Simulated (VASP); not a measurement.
Energy against volume of SnO2 (rutile). Computed with SCAN meta-GGA, VASP's PBE PAW potentials (set 64) (plane waves; VASP 6.6.1). Run with 520 eV cut-off, 5×5×7 Γ-centred mesh, Gaussian smearing of 0.050 eV, potentials Sn_d O.

Shape and ions are relaxed at each volume.

```tsv
V (Å³/atom)	E (eV/atom)
11.724	-17.93690
12.086	-17.94657
12.449	-17.94202
12.812	-17.92551
```

Problem. Fit these four points and predict the energy of the run at 11.361 Å³/atom.

Solution. A cubic in V^(−2/3), the third-order Birch-Murnaghan form, passes through the four points with V0 = 12.14 Å³/atom and B0 = 204 GPa, and gives -17.9102 eV/atom there. The run gave -17.9102 eV/atom, +0.1 meV/atom from the fit; all five points give B0 = 205 GPa.

The compound is SnO2 in the rutile structure. It was relaxed first.
